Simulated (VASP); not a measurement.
# LiH2RhC (P4/mmm) in VASP: notebook, part 2 of 2

VASP 6.6.1.

### Step 4. Single point, PBE

Contents of INCAR:

```
SYSTEM = LiH2RhC
ALGO     = Normal         ! electronic algorithm
EDIFF    = 1E-6           ! SCF threshold, eV
ENCUT    = 520            ! plane-wave cutoff, eV
GGA      = PE             ! functional
ISIF     = 2              ! what is computed and relaxed
ISMEAR   = 0              ! smearing method
LASPH    = .TRUE.         ! aspherical terms in the spheres
LCHARG   = .FALSE.        ! write CHGCAR
LREAL    = .FALSE.        ! projectors in reciprocal space
LWAVE    = .FALSE.        ! write WAVECAR
NBANDS   = 20             ! bands
NELM     = 100            ! most SCF steps
PREC     = Accurate       ! precision mode
SIGMA    = 0.1            ! smearing width, eV
```

Contents of KPOINTS:

```
k-points
0
G
  6 6 4
  0 0 0
```

Contents of POSCAR:

```
LiH2RhC
1.0
    3.5448710123      0.0000000000      0.0000000000
    0.0000000000      3.5448710123      0.0000000000
    0.0000000000      0.0000000000      3.8033278737
Li H Rh C
1 2 1 1
Direct
    0.5000000000      0.5000000000      0.5000000000
    0.5000000000      0.0000000000      0.0000000000
    0.0000000000      0.5000000000      0.0000000000
    0.0000000000      0.0000000000      0.0000000000
    0.0000000000      0.0000000000      0.5000000000
```

Potentials or basis: VASP PAW PBE potentials, release 64 (Li_sv, H, Rh_pv, C).

Command:

```console
cat potpaw_PBE.64/Li_sv/POTCAR potpaw_PBE.64/H/POTCAR potpaw_PBE.64/Rh_pv/POTCAR potpaw_PBE.64/C/POTCAR > POTCAR
mpirun -np 1 vasp_std > vasp.out
```

OUTCAR:

```text
SYSTEM = LiH2RhC
   EDIFF = 1E-6
   ENCUT = 520
   GGA = PE
   ISIF = 2
   ISMEAR = 0
   LASPH = .TRUE.
   LREAL = .FALSE.
   NELM = 100
   PREC = Accurate

 ion  position               nearest neighbor table
   1  0.500  0.500  0.500-
   2  0.500  0.000  0.000-   4 1.77   4 1.77
   3  0.000  0.500  0.000-   4 1.77   4 1.77
   4  0.000  0.000  0.000-   2 1.77   3 1.77   3 1.77   2 1.77   5 1.90   5 1.90
   5  0.000  0.000  0.500-   4 1.90   4 1.90

  LATTYP: Found a simple tetragonal cell.
 ALAT       =     3.5448710123
 C/A-ratio  =     1.0729100891

  Lattice vectors:

 A1 = (   3.5448710123,   0.0000000000,   0.0000000000)
 A2 = (   0.0000000000,   3.5448710123,   0.0000000000)
 A3 = (   0.0000000000,   0.0000000000,   3.8033278737)

Analysis of symmetry for initial positions (statically):
=====================================================================
 Subroutine PRICEL returns:
 Original cell was already a primitive cell.

 Routine SETGRP: Setting up the symmetry group for a
 simple tetragonal supercell.

 Subroutine GETGRP returns: Found 16 space group operations
 (whereof 16 operations were pure point group operations)
 out of a pool of 16 trial point group operations.

The static configuration has the point symmetry D_4h.

Analysis of symmetry for dynamics (positions and initial velocities):
=====================================================================
 Subroutine PRICEL returns:
 Original cell was already a primitive cell.

 Routine SETGRP: Setting up the symmetry group for a
 simple tetragonal supercell.

 Subroutine GETGRP returns: Found 16 space group operations
 (whereof 16 operations were pure point group operations)
 out of a pool of 16 trial point group operations.

The dynamic configuration has the point symmetry D_4h.
[... 122 lines left out ...]
   IALGO  =     38    algorithm
   IMIX   =      4    mixing-type and parameters
     AMIX     =   0.40;   BMIX     =  1.00
     AMIX_MAG =   1.60;   BMIX_MAG =  1.00
  volume/ion in A,a.u.               =       9.56        64.50
  Fermi-wavevector in a.u.,A,eV,Ry     =   1.301239  2.458985 23.037692  1.693223
  Thomas-Fermi vector in A             =   2.432386
   LORBIT       =      0    0 simple, 1 ext, 2 COOP (PROOUT), +10 PAW based schemes
   GGA     = PE    functional components
   LHFCALC =     F    Hartree Fock is set to
   AEXX    =    0.0000 exact exchange contribution
   IVDW    =     0    specifies the selected vdW correction
   LEPSILON=     F    determine dielectric tensor
   LRPA    =     F    only Hartree local field effects (RPA)
 non-spin polarized calculation
 Gauss-broadening in eV      SIGMA  =   0.10
  energy-cutoff  :      520.00
  volume of cell :       47.79
 maximum number of plane-waves:      1310
 NGX is ok and might be reduce to    28
   NGX = 13   NGY = 13   NGZ = 15

 number of electron      24.0000016 magnetization

 Free energy of the ion-electron system (eV)
  ---------------------------------------------------
  ext. energy  EPLUGINS =         0.00000000
  ---------------------------------------------------
  free energy    TOTEN  =       -23.98951247 eV

  energy without entropy =      -23.98575187  energy(sigma->0) =      -23.98763217

 E-fermi :   4.8498     XC(G=0): -10.2590

 val. band max:        4.8427318387   @ k =   0.5000   0.0000   0.0000
 cond. band min:       4.8719474597   @ k =   0.5000   0.1667   0.0000
 fundamental gap:      0.0292156210
 Fermi energy:         4.8498440277

 k-point     1 :       0.0000    0.0000    0.0000
  band No.  band energies     occupation
      1     -43.0904      2.00000
      2     -42.4612      2.00000
      3     -42.4612      2.00000
      4     -41.8271      2.00000
      5      -7.1828      2.00000
      6      -3.0758      2.00000
[... 541 lines left out ...]
     19      13.6870      0.00000
     20      15.5558      0.00000

 [... further k-points ...]

------------------------ aborting loop because EDIFF is reached ----------------------------------------

  FORCE on cell =-STRESS in cart. coord.  units (eV):
  Direction    XX          YY          ZZ          XY          YZ          ZX
  --------------------------------------------------------------------------------------
  -------------------------------------------------------------------------------------
  Total       -0.0315941     -0.0315941     -0.1046928      0.0000000      0.0000000     -0.0000000
  in kB       -1.0591369     -1.0591369     -3.5096409      0.0000000      0.0000000     -0.0000000
  external PRESSURE =      -1.8759716 kB  Pullay stress =       0.0000000 kB

 VOLUME and BASIS-vectors are now :
 -----------------------------------------------------------------------------
  energy-cutoff  :      520.00
  volume of cell :       47.79
      direct lattice vectors                 reciprocal lattice vectors
     3.544871012  0.000000000  0.000000000     0.282097711  0.000000000  0.000000000
     0.000000000  3.544871012  0.000000000     0.000000000  0.282097711  0.000000000
     0.000000000  0.000000000  3.803327874     0.000000000  0.000000000  0.262927634

 POSITION                                       TOTAL-FORCE (eV/Angst)
 -----------------------------------------------------------------------------------
      1.77244      1.77244      1.90166         0.000000      0.000000      0.000000
      1.77244      0.00000      0.00000         0.000000      0.000000      0.000000
      0.00000      1.77244      0.00000         0.000000      0.000000      0.000000
      0.00000      0.00000      0.00000         0.000000      0.000000      0.000000
      0.00000      0.00000      1.90166         0.000000      0.000000      0.000000
 -----------------------------------------------------------------------------------
    total drift:                               -0.000000      0.000000     -0.000000

  FREE ENERGIE OF THE ION-ELECTRON SYSTEM (eV)
  ---------------------------------------------------
  free  energy   TOTEN  =       -23.9895124673 eV

  energy  without entropy=      -23.9857518682  energy(sigma->0) =      -23.98763217
```

Wall time 40 s (1 thread of Intel Xeon Platinum 8175M at 2.50GHz (Skylake/Cascade Lake), shared host); peak memory 0.17 GiB.

What came out:

```
Free energy            : -23.9895 eV
Band gap on the k mesh : none (metal or under the smearing width)
```

Caveat: the k mesh is coarse (spacing up to 0.41 Å⁻¹), so the values aren't converged; the cutoff is under 1.25 times the usual one of these potentials, so pressure, stress and relaxed cells hold a basis-set (Pulay) error.

### Step 5. Relaxation of cell and atoms, PBE

Contents of INCAR:

```
SYSTEM = LiH2RhC
ALGO = Normal
EDIFF = 1E-7
EDIFFG = -0.04
ENCUT = 600
GGA = PE
IBRION = 2
ISIF = 3
ISMEAR = 0
LASPH = .True.
LCHARG = .False.
LREAL = .False.
LWAVE = .False.
NELM = 100
NSW = 90
PREC = Accurate
SIGMA = 0.1
```

Contents of KPOINTS:

```
k-points
0
Gamma
  6 6 4
  0 0 0
```

Changes to POSCAR since step 4:

```diff
@@ -2,5 +2,5 @@
 1.0
-    3.5448710123      0.0000000000      0.0000000000
-    0.0000000000      3.5448710123      0.0000000000
-    0.0000000000      0.0000000000      3.8033278737
+    3.5467544863      0.0000000000      0.0000000000
+    0.0000000000      3.5467544863      0.0000000000
+    0.0000000000      0.0000000000      3.8057522465
 Li H Rh C
```

Command:

```console
cat potpaw_PBE.64/Li_sv/POTCAR potpaw_PBE.64/H/POTCAR potpaw_PBE.64/Rh_pv/POTCAR potpaw_PBE.64/C/POTCAR > POTCAR
mpirun -np 1 vasp_std > vasp.out
```

Run time: 76 s. Hardware: 1 thread of Intel Xeon Platinum 8175M at 2.50GHz (Skylake/Cascade Lake), shared host; peak memory 0.18 GiB.

Results (log left out):

```yaml
Free_energy: -23.9900 eV
Relaxed_volume: 9.55 Å³/atom
Relaxed_cell: a = 3.545 Å, b = 3.545 Å, c = 3.800 Å, α = 90.00°, β = 90.00°, γ = 90.00°
Space_group_after_relaxing_to_0.05_Å: P4/mmm (No. 123)
Energy_gained_by_relaxing: 0.0 meV/atom
Ionic_steps: 3
Pressure_after_relaxing: -0.1 GPa
Band_gap_on_the_k_mesh: none (metal or under the smearing width)
```

Stress tensor (GPa, compression positive):
```
-0.12  0.00  0.00
 0.00 -0.12  0.00
 0.00  0.00  0.09
```

Step by step:
```
step  energy change (eV)  largest force (eV/Å)  pressure (GPa)  volume (Å³)
   1              0.0000                0.0000           -0.46        47.87
   2             -0.0001                0.0000            0.23        47.68
   3             -0.0002                0.0000           -0.05        47.76
```

Final structure:
```
CELL_PARAMETERS angstrom
3.54511 0.00000 0.00000
0.00000 3.54511 0.00000
0.00000 0.00000 3.80027
ATOMIC_POSITIONS crystal
Li 0.50000 0.50000 0.50000
H 0.50000 0.00000 0.00000
H 0.00000 0.50000 0.00000
Rh 0.00000 0.00000 0.00000
C 0.00000 0.00000 0.50000
```

Levels at points of the mesh, in eV from the Fermi level:
```
           k point  band 9  band 10  band 11  band 12  band 13  band 14  band 15  band 16
(0.00, 0.00, 0.00)   -2.94    -2.28    -1.41    -1.04    -1.04     3.16     5.92     6.79
(0.50, 0.00, 0.00)   -2.90    -2.82    -2.06    -0.85    -0.49    -0.01     4.22     6.75
(0.50, 0.50, 0.00)   -3.41    -3.41    -2.47    -1.20    -0.49     0.11     0.11     4.78
(0.00, 0.00, 0.50)   -4.63    -4.63    -2.25     2.51     2.51     4.58     6.42     7.67
(0.50, 0.00, 0.50)   -4.49    -4.46    -2.72    -1.41     1.51     2.80     5.55     6.24
(0.50, 0.50, 0.50)   -3.73    -3.61    -3.61    -2.45     0.78     1.48     1.48     5.10
```

Caveat: the k mesh is coarse (spacing up to 0.41 Å⁻¹), so the values aren't converged; the cutoff is under 1.25 times the usual one of these potentials, so pressure, stress and relaxed cells hold a basis-set (Pulay) error.

### Step 6. Summary

| task | cell | k mesh | cutoff (eV) | mesh quality | gap on the mesh (eV) | pressure (GPa) | relaxed volume (Å³/atom) |
| --- | --- | --- | --- | --- | --- | --- | --- |
| single point | P4/mmm, 9.57 Å³/atom | 10 × 10 × 10 | 520 | not flagged | none | - | - |
| relaxation of cell and atoms | relaxed | 10 × 10 × 10 | 600 | not flagged | none | 0.0 | 9.55 |
| single point | P4/mmm, 9.56 Å³/atom | 6 × 6 × 4 | 520 | coarse | none | - | - |
| relaxation of cell and atoms | relaxed | 6 × 6 × 4 | 600 | coarse | none | -0.1 | 9.55 |

Alike in all rows: level PBE; potentials or basis VASP PAW PBE potentials, release 64 (Li_sv, H, Rh_pv, C); no spin polarisation; smearing gaussian 0.1 eV.

Caveats: some runs use coarse meshes; the cutoff is under 1.25 times the usual one of these potentials, so pressure, stress and relaxed cells hold a basis-set (Pulay) error.

Absolute energies hang on the potentials; compare differences alone.
